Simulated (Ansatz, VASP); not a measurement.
# CaCoAu3: VASP beside Ansatz

```
Ca Co Au
1.0
     4.85104    0.00000    0.00000
     0.00000    4.85104    0.00000
     0.00000    0.00000    4.85104
Ca Co Au
1 1 3
Direct
  0.00000 0.00000 0.00000
  0.50000 0.50000 0.50000
  0.00000 0.50000 0.50000
  0.50000 0.00000 0.50000
  0.50000 0.50000 0.00000
```

The cell was built by a generator and needn't be a form met in nature.

Alike in both runs: task relaxation of cell and atoms; functional PBE; dispersion D4; k mesh 5 × 5 × 5; occupations fermi-dirac, width 0.05 eV; collinear spin, ferromagnetic start.

|  | VASP | Ansatz |
| --- | --- | --- |
| version | VASP 6.6.1 | Ansatz 0.2.0 |
| potentials or method | VASP PAW PBE potentials, release 64 (Ca_sv, Co, Au) | Ansatz PAW |
| plane-wave cutoff (eV) | 600 | 420 |
| valence electrons in the cell | 52 | 84 |

Ansatz gave:

- gap on the k mesh at the Fermi level, each at its own relaxed structure (eV): none
- net moment per atom (μB): 0.32
- size of the moment on the site where the two differ most (μB): 1.56
- relaxed volume (Å³/atom): 22.03
- relaxed cell length with the largest relative difference (Å): 4.794
- energy change over the relaxation (meV/atom): -6

Task: What did VASP give for the same quantities?

Result: gap on the k mesh at the Fermi level, each at its own relaxed structure (eV): none; net moment per atom (μB): 0.30; size of the moment on the site where the two differ most (μB): 1.52; relaxed volume (Å³/atom): 21.96; relaxed cell length with the largest relative difference (Å): 4.788; energy change over the relaxation (meV/atom): -7.

Site moments also hang on the region over which each program counts them. A gap of «none» marks a metal or a gap that the smearing closes. The two sets of potentials don't hold the same shells in valence.

Caveats: pairwise dispersion overbinds metals, which lowers pressure and volume; the plane-wave basis is chosen anew once the cell has moved, so the energies of steps on either side of that aren't comparable (Ansatz). Spin-orbit coupling is left out, which matters for the levels of Au.
